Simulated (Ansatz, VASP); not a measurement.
## Be36H (interstitial H in hcp Be, hop from a tetrahedral to the next octahedral site) in two plane-wave programs

Aim: how closely do two programs agree when they are given the same cell, functional and k mesh? The Ansatz run is a path of several images between two structures; VASP solves one of them, and the two are compared there.

Program: Ansatz 0.2.0. Level of theory: plane waves, with VASP 6.6.1 beside it; r2SCAN. Results are calculated unless marked as measured.

**1. Starting point**

The cell holds 37 atoms: 36 Be and 1 H. Cell: a = 6.783 Å, b = 6.783 Å, c = 7.140 Å, α = 90.0°, β = 90.0°, γ = 120.0°. It derives from Be (Be (P6_3/mmc)). Nearest the centre at fractional (0.444, 0.556, 0.438): H37 at 0.27 Å, Be19 at 1.34 Å, Be6 at 1.51 Å, Be22 at 1.51 Å, Be18 at 1.51 Å, Be17 at 2.26 Å, Be7 at 2.64 Å, Be23 at 2.64 Å.

**2. Ansatz: path of images, r2SCAN**

Ansatz runs on its default PAW (the set named soft_2) files.

A single point takes one fixed geometry, so differences don't come from the geometry; what else differs is listed under the comparison.

Contents of input.yaml:

```yaml
crystal:
  lattice:
    - [6.78300328, 0.0, 0.0]
    - [-3.39150164, 5.87425315, 0.0]
    - [0.0, 0.0, 7.14023863]
  atoms:
    - { symbol: Be, position: [0.112248283, 0.222689325, 0.126268396] }
    - { symbol: Be, position: [0.221530188, 0.109727044, 0.376430469] }
    - { symbol: Be, position: [0.111014781, 0.221511111, 0.626420521] }
    - { symbol: Be, position: [0.222079334, 0.110825334, 0.876478423] }
    - { symbol: Be, position: [0.112248283, 0.556225625, 0.126268396] }
    - { symbol: Be, position: [0.199694952, 0.433180809, 0.374657643] }
    - { symbol: Be, position: [0.111014781, 0.556170337, 0.626420521] }
    - { symbol: Be, position: [0.222343388, 0.444505027, 0.875263145] }
    - { symbol: Be, position: [0.111111111, 0.888888889, 0.127429854] }
    - { symbol: Be, position: [0.221530188, 0.778469812, 0.376430469] }
    - { symbol: Be, position: [0.111111111, 0.888888889, 0.625725649] }
    - { symbol: Be, position: [0.222079334, 0.777920666, 0.876478423] }
    - { symbol: Be, position: [0.443774375, 0.222689325, 0.126268396] }
    - { symbol: Be, position: [0.552500731, 0.109583699, 0.376654852] }
    - { symbol: Be, position: [0.443829663, 0.221511111, 0.626420521] }
    - { symbol: Be, position: [0.556695509, 0.111681088, 0.876415543] }
    - { symbol: Be, position: [0.444444444, 0.555555556, 0.121059718] }
    - { symbol: Be, position: [0.566819191, 0.433180809, 0.374657643] }
    - { symbol: Be, position: [0.444444444, 0.555555556, 0.625410517] }
    - { symbol: Be, position: [0.555494973, 0.444505027, 0.875263145] }
    - { symbol: Be, position: [0.443774375, 0.887751717, 0.126268396] }
    - { symbol: Be, position: [0.566819191, 0.800305048, 0.374657643] }
    - { symbol: Be, position: [0.443829663, 0.888985219, 0.626420521] }
    - { symbol: Be, position: [0.555494973, 0.777656612, 0.875263145] }
    - { symbol: Be, position: [0.777777778, 0.222222222, 0.129959293] }
    - { symbol: Be, position: [0.890416301, 0.109583699, 0.376654852] }
    - { symbol: Be, position: [0.777777778, 0.222222222, 0.623761946] }
    - { symbol: Be, position: [0.888318912, 0.111681088, 0.876415543] }
    - { symbol: Be, position: [0.777310675, 0.556225625, 0.126268396] }
    - { symbol: Be, position: [0.890416301, 0.447499269, 0.376654852] }
    - { symbol: Be, position: [0.778488889, 0.556170337, 0.626420521] }
    - { symbol: Be, position: [0.888318912, 0.443304491, 0.876415543] }
    - { symbol: Be, position: [0.777310675, 0.887751717, 0.126268396] }
    - { symbol: Be, position: [0.890272956, 0.778469812, 0.376430469] }
    - { symbol: Be, position: [0.778488889, 0.888985219, 0.626420521] }
    - { symbol: Be, position: [0.889174666, 0.777920666, 0.876478423] }
    - { symbol: H, position: [0.444444444, 0.555555556, 0.400319298] }
basis:
  ecutwfc: 500
  xc_grid: 2
hamiltonian:
  xc: r2scan
kpoints:
  mp_grid: { grid: [5, 5, 4] }
scf:
  occupations: { method: methfessel_paxton, width: 0.1 }
  max_iter: 120
output:
  forces: true
neb:
  images: 3
  f_tol: 0.04
  climbing: true
  initial_path: idpp
  max_iterations: 45
  order_check: false
  final_atoms:
    - { symbol: Be, position: [0.111339678, 0.222571281, 0.126190122] }
    - { symbol: Be, position: [0.218515802, 0.10369827, 0.373543609] }
    - { symbol: Be, position: [0.103541753, 0.218672319, 0.628896736] }
    - { symbol: Be, position: [0.222414764, 0.111496195, 0.876250223] }
    - { symbol: Be, position: [0.110724757, 0.556411461, 0.124491001] }
    - { symbol: Be, position: [0.218515802, 0.448620416, 0.373543609] }
    - { symbol: Be, position: [0.110179899, 0.556956319, 0.626740178] }
    - { symbol: Be, position: [0.222414764, 0.444721454, 0.876250223] }
    - { symbol: Be, position: [0.110724757, 0.888116181, 0.124491001] }
    - { symbol: Be, position: [0.221967776, 0.777885331, 0.376440072] }
    - { symbol: Be, position: [0.110179899, 0.887026464, 0.626740178] }
    - { symbol: Be, position: [0.222806851, 0.778304868, 0.875600865] }
    - { symbol: Be, position: [0.444564937, 0.222571281, 0.126190122] }
    - { symbol: Be, position: [0.556799802, 0.110336416, 0.375700167] }
    - { symbol: Be, position: [0.448463899, 0.218672319, 0.628896736] }
    - { symbol: Be, position: [0.556254944, 0.110881275, 0.877949343] }
    - { symbol: Be, position: [0.444564937, 0.55579654, 0.126190122] }
    - { symbol: Be, position: [0.563437948, 0.448620416, 0.373543609] }
    - { symbol: Be, position: [0.448463899, 0.563594465, 0.628896736] }
    - { symbol: Be, position: [0.555640023, 0.444721454, 0.876250223] }
    - { symbol: Be, position: [0.44417285, 0.888987868, 0.12683948] }
    - { symbol: Be, position: [0.556799802, 0.780266271, 0.375700167] }
    - { symbol: Be, position: [0.445011924, 0.889407405, 0.626000273] }
    - { symbol: Be, position: [0.556254944, 0.779176554, 0.877949343] }
    - { symbol: Be, position: [0.778148351, 0.222963368, 0.12683948] }
    - { symbol: Be, position: [0.886869947, 0.110336416, 0.375700167] }
    - { symbol: Be, position: [0.777728813, 0.222124294, 0.626000273] }
    - { symbol: Be, position: [0.887959664, 0.110881275, 0.877949343] }
    - { symbol: Be, position: [0.779020037, 0.556411461, 0.124491001] }
    - { symbol: Be, position: [0.889250887, 0.445168442, 0.376440072] }
    - { symbol: Be, position: [0.780109754, 0.556956319, 0.626740178] }
    - { symbol: Be, position: [0.88883135, 0.444329367, 0.875600865] }
    - { symbol: Be, position: [0.778148351, 0.888987868, 0.12683948] }
    - { symbol: Be, position: [0.889250887, 0.777885331, 0.376440072] }
    - { symbol: Be, position: [0.777728813, 0.889407405, 0.626000273] }
    - { symbol: Be, position: [0.88883135, 0.778304868, 0.875600865] }
    - { symbol: H, position: [0.33348985, 0.333646368, 0.501220172] }
```

Started as:

```console
ansatz run input.yaml --threads 4 --pin off --max-ram 7536MiB --backend cpu --events-out ev --progress --plain --runs-dir out
```

Numbers of over 12 decimals in the logs are rounded to 6 here.

The program printed:

```text
Warning: neb: disabling space-group detection — the band's intermediate images generally break the endpoint symmetry, so no spatial operation reduces the k-mesh or symmetrises the density, except that a semilocal band can use its path's symmetry ahead of convergence; time reversal is kept, so that k and −k are solved as one point where they differ and the mesh holds both, and exact exchange and, on two spinor compone [...]
Engine: ansatz 0.2.0, aarch64-unknown-linux-gnu
Pseudopotentials: kind: paw
Pseudopotential: Be, paw, valence charge 2, recommended cutoff 500 eV (meta_gga), Be.paw.azcp
Pseudopotential: H, paw, valence charge 1, recommended cutoff 500 eV (meta_gga), H.paw.azcp
Functional definition: r2SCAN
  parameter k0 = 0.174
  parameter k1 = 0.065
  parameter a1 = 4.9479
  exchange = r2scan_x(k0 = k0, k1 = k1, a1 = a1)
  correlation = r2scan_c
parallel-image band execution: 3 concurrent image workers
NEB image 0
Crystal: 37 atoms, lattice volume = 284.503 Å³
Basis set: ecut = 500 eV, 7203 PW (Γ), exchange–correlation on 100×100×108 points (8 copies of the dense FFT grid, shifted against one another)
Bands: 74, of which v1, the nominal top of the filled ones, is band 37 counted from 1 (36 counted from 0)
Symmetry: 1 space group operations
k-points: 51 of 100 (time reversal used)
Non-local potential: Be, projectors of the file, l = 0: 2, l = 1: 2, l = 2: 1
Non-local potential: H, projectors of the file, l = 0: 2, l = 1: 1
PAW form: soft (Blöchl's): semilocal exchange-correlation on the pseudo side does not see the compensation charge
PAW frozen core: Be, regenerated for the run's functional (the file was generated under x = pbe(κ = 0.804, μ = 0.219515), c = pbe(β = 0.066725))
PAW one-centre angular grid: Be, 302 points (default); XC on 255 of its mesh's 2635 points in the sphere
PAW one-centre angular grid: H, 302 points (default); XC on 160 Gauss nodes
Initial density: superposition of atomic densities (neutral atoms: chi_scale 0, normalization atom), corrected by the library's trained network
Initial wavefunctions: pseudopotential atomic-orbital guess
Functional: x = r2scan, c = r2scan; τ floored in thin density (d = 2e-4 eV/Å³)
SCF iter   1: F=—  HF=-3374.022958 eV  |F-HF|=—  |Δ(HF+E_count)|=         —  Δρ=4.48e-3  dr2=7.70e-2  dr2_τ=1.08e0  ethr=1.77e-3  ⟨swp⟩=7.5  Hψ=22746  notcnv=0  defer=445
preconditioner: auto → Kerker (q_TF=auto, 2.175 Å⁻¹)  [metal: Δε(μ)=0.014 eV  Ē_g=10.215 eV  σ=0.100 eV  W_gap=0.12  n_scr=58 (ndim 8)  ℏωp=18.8 eV  f_vac=0.000  D(μ)=3.00/eV (n_scr^D=8)]
SCF iter   2: F=—  HF=-3374.207876 eV  |F-HF|=—  |Δ(HF+E_count)|=   1.85e-1  S|Δr|=    0.00e0  Δρ=3.94e-3  dr2=4.66e-2  dr2_τ=1.39e-4  ethr=1.05e-4  ⟨swp⟩=2.0  Hψ=6609  notcnv=0  defer=1551
SCF iter   3: F=—  HF=-3374.200754 eV  |F-HF|=—  |Δ(HF+E_count)|=   7.12e-3  S|Δr|=    0.00e0  Δρ=6.39e-4  dr2=1.60e-3  dr2_τ=3.75e-4  ethr=6.39e-5  ⟨swp⟩=1.6  Hψ=2917  notcnv=0  defer=1551
SCF iter   4: F=—  HF=-3374.200447 eV  |F-HF|=—  |Δ(HF+E_count)|=   3.07e-4  S|Δr|=    0.00e0  Δρ=3.39e-4  dr2=2.38e-4  dr2_τ=3.36e-5  ethr=2.19e-6  ⟨swp⟩=2.2  Hψ=3594  notcnv=0  defer=1551
SCF iter   5: F=—  HF=-3374.200456 eV  |F-HF|=—  |Δ(HF+E_count)|=   9.27e-6  S|Δr|=    0.00e0  Δρ=2.41e-5  dr2=1.37e-6  dr2_τ=9.98e-8  ethr=3.26e-7  ⟨swp⟩=1.5  Hψ=3021  notcnv=0  defer=1551
SCF iter   6: F=—  HF=-3374.200477 eV  |F-HF|=—  |Δ(HF+E_count)|=   2.11e-5  S|Δr|=    0.00e0  Δρ=9.28e-6  dr2=1.84e-7  dr2_τ=2.24e-9  ethr=1.37e-10  ⟨swp⟩=4.1  Hψ=9643  notcnv=0
SCF iter   7: F=-3374.200477 eV  HF=-3374.200477 eV  |F-HF|=2.91e-9  |Δ(HF+E_count)|=   8.60e-9  S|Δr|=    0.00e0  Δρ=2.92e-6  dr2=1.87e-8  dr2_τ=2.14e-10  ethr=1.37e-10  ⟨swp⟩=3.0  Hψ=7742  notcnv=0
SCF 1 converged in 7 iterations: F = -3374.200477 eV  dr2 = 1.87e-8
  greatest PAW one-centre occupation: 0.394 electrons in one spin orbital (limit 2), on the H atom at site 36 (counted from 0), in its partial waves of l = 0
NSCF: frozen V_eff on 51 k-points
NEB image 4
SCF iter   1: F=—  HF=-3373.824385 eV  |F-HF|=—  |Δ(HF+E_count)|=         —  Δρ=4.04e-3  dr2=4.18e-2  dr2_τ=1.07e0  ethr=1.77e-3  ⟨swp⟩=7.5  Hψ=22775  notcnv=0  defer=378
preconditioner: auto → Kerker (q_TF=auto, 2.175 Å⁻¹)  [metal: Δε(μ)=0.054 eV  Ē_g=10.197 eV  σ=0.100 eV  W_gap=0.42  n_scr=58 (ndim 8)  ℏωp=18.8 eV  f_vac=0.000  D(μ)=5.46/eV (n_scr^D=28)]
[...]
atom   2  Be    -0.00041987     0.00142970    -0.00014821
  atom   3  Be    -0.00048790    -0.00045643    -0.00125053
  atom   4  Be    -0.00032875     0.00085924    -0.00004403
  atom   5  Be    -0.00070138    -0.00009638     0.00085862
  atom   6  Be     0.00169363    -0.00137924    -0.00223061
  atom   7  Be     0.00128170    -0.00040262    -0.00212194
  atom   8  Be    -0.00168301    -0.00049635    -0.00188147
  atom   9  Be     0.00021100    -0.00035728     0.00034676
  atom  10  Be     0.00057681    -0.00022749     0.00035690
  atom  11  Be     0.00025103    -0.00056684     0.00060054
  atom  12  Be     0.00152511    -0.00040160    -0.00049259
  atom  13  Be    -0.00084367    -0.00090501    -0.00055566
  atom  14  Be     0.00064195    -0.00043893    -0.00060983
  atom  15  Be    -0.00205380     0.00024038    -0.00145525
  atom  16  Be    -0.00041476    -0.00068150     0.00039456
  atom  17  Be     0.00045855     0.00158801     0.00029388
  atom  18  Be    -0.00230070    -0.00300657    -0.00422379
  atom  19  Be    -0.00094311     0.00568226     0.01248427
  atom  20  Be     0.00021659    -0.00034555     0.00105578
  atom  21  Be     0.00103472    -0.00042571    -0.00007669
  atom  22  Be    -0.00049176    -0.00277562     0.00089721
  atom  23  Be     0.00048975    -0.00064872    -0.00088270
  atom  24  Be    -0.00015449     0.00211916     0.00161529
  atom  25  Be    -0.00014158     0.00051283     0.00030957
[...]
atom  30  Be    -0.00013148     0.00026226     0.00094099
  atom  31  Be     0.00183241     0.00016275     0.00083394
  atom  32  Be     0.00000174     0.00118472     0.00000213
  atom  33  Be    -0.00026883    -0.00037155    -0.00080846
  atom  34  Be     0.00066158     0.00043914    -0.00039000
  atom  35  Be    -0.00023358     0.00143097     0.00007533
  atom  36  Be    -0.00058717    -0.00108787    -0.00002180
  atom  37  H     -0.00195213    -0.00080603    -0.00612066
  max |Σ_I F_I| component: 4.04e-3 eV/Å
--- Band table (eV; the first three rows and the last of 51) ---
  k-point 0: bands = [... 33 lower, 7.7737, 7.8184, 7.8920, 7.9114, 7.9227, 8.3432, 8.4891, 8.5768, ... 33 higher]
  k-point 1: bands = [... 33 lower, 7.1293, 7.1657, 7.1822, 7.1884, 7.2162, 7.2500, 7.2605, 9.6468, ... 33 higher]
  k-point 2: bands = [... 33 lower, 6.8834, 7.1497, 7.1523, 7.1651, 7.1791, 7.1853, 7.2006, 10.6659, ... 33 higher]
  k-point 50: bands = [... 33 lower, 6.7039, 6.8057, 8.0988, 9.2014, 9.4889, 9.9170, 10.1107, 10.1958, ... 33 higher]
this run last wrote the band of iteration 7 to <dir>
--- NEB band (5 images, 7 band iterations, 127 SCF iterations) ---
  forward barrier  = 0.473328 eV
  backward barrier = 0.263323 eV
  lagrangian_above_aufbau_ev (what the smearing adds, to first order; not taken off the barriers): saddle image -0.000954 eV, end points -0.002321 and +0.000334 eV
  climbing image's point = of an order that was not read
  energies are F+E_penalty+E_count in eV, relative to image 0
  image     s (Å)  Δ vs image 0  max|band force component| (eV/Å)
      0    0.0000      0.000000                                 —
      1    0.4149      0.231241                          1.319e-2
  *   2    0.8298      0.473328                          1.236e-2
      3    1.1857      0.337707                          4.586e-3
      4    1.5417      0.210004                                 —
  climbing-image geometry (image 2):
  cell:  # Å, volume = 284.5034 Å³
    - [6.78300328, 0.0, 0.0]
    - [-3.39150164, 5.87425315, 0.0]
    - [0.0, 0.0, 7.14023863]
  atoms:
    - { symbol: Be, position: [0.111516, 0.222082, 0.125105] }
    - { symbol: Be, position: [0.219702, 0.106051, 0.374193] }
    - { symbol: Be, position: [0.105256, 0.218099, 0.627613] }
    - { symbol: Be, position: [0.222728, 0.112107, 0.875521] }
    - { symbol: Be, position: [0.112160, 0.556771, 0.123210] }
    - { symbol: Be, position: [0.203531, 0.441143, 0.369071] }
    - { symbol: Be, position: [0.109898, 0.557426, 0.626828] }
    - { symbol: Be, position: [0.221713, 0.444631, 0.874201] }
    - { symbol: Be, position: [0.110418, 0.887521, 0.126474] }
    - { symbol: Be, position: [0.221556, 0.776699, 0.376096] }
    - { symbol: Be, position: [0.111525, 0.889733, 0.625210] }
    - { symbol: Be, position: [0.222752, 0.779358, 0.875946] }
    - { symbol: Be, position: [0.443907, 0.222087, 0.125103] }
    - { symbol: Be, position: [0.555114, 0.111268, 0.376740] }
    - { symbol: Be, position: [0.446213, 0.218084, 0.627609] }
    - { symbol: Be, position: [0.556183, 0.110881, 0.877135] }
    - { symbol: Be, position: [0.443890, 0.554457, 0.120971] }
    - { symbol: Be, position: [0.570976, 0.441167, 0.369078] }
    - { symbol: Be, position: [0.449270, 0.565192, 0.634024] }
    - { symbol: Be, position: [0.556272, 0.444628, 0.874163] }
    - { symbol: Be, position: [0.444073, 0.888607, 0.127328] }
    - { symbol: Be, position: [0.560258, 0.787184, 0.374991] }
    - { symbol: Be, position: [0.444656, 0.888113, 0.626244] }
    - { symbol: Be, position: [0.557198, 0.781064, 0.879792] }
[...]
- { symbol: Be, position: [0.777935, 0.556757, 0.123231] }
    - { symbol: Be, position: [0.890105, 0.446872, 0.376834] }
    - { symbol: Be, position: [0.780816, 0.557415, 0.626788] }
    - { symbol: Be, position: [0.888543, 0.443769, 0.875285] }
    - { symbol: Be, position: [0.777843, 0.888603, 0.127337] }
    - { symbol: Be, position: [0.888452, 0.776694, 0.376101] }
    - { symbol: Be, position: [0.776772, 0.888087, 0.626233] }
    - { symbol: Be, position: [0.889918, 0.779366, 0.875940] }
    - { symbol: H, position: [0.388254, 0.443121, 0.462525] }
```

The column dr2 measures how far the density is from self-consistency, as an energy; F and HF (Harris–Foulkes) agree once it is small.

(Part 1 of 2 ends here.)

[Lines on the potential files, build, host, timing and source positions are cut from VASP's logs without a mark.]

[Logs are printed without paths, hosts, clocks, repeated set-up lines and the standing remarks that a program may print on its own settings, such as how far it seeks lower states.]

[Hosts, paths, dates, database ids (printed as entryN), source tags and the programs' standing remarks are cut or masked in the printed files.]
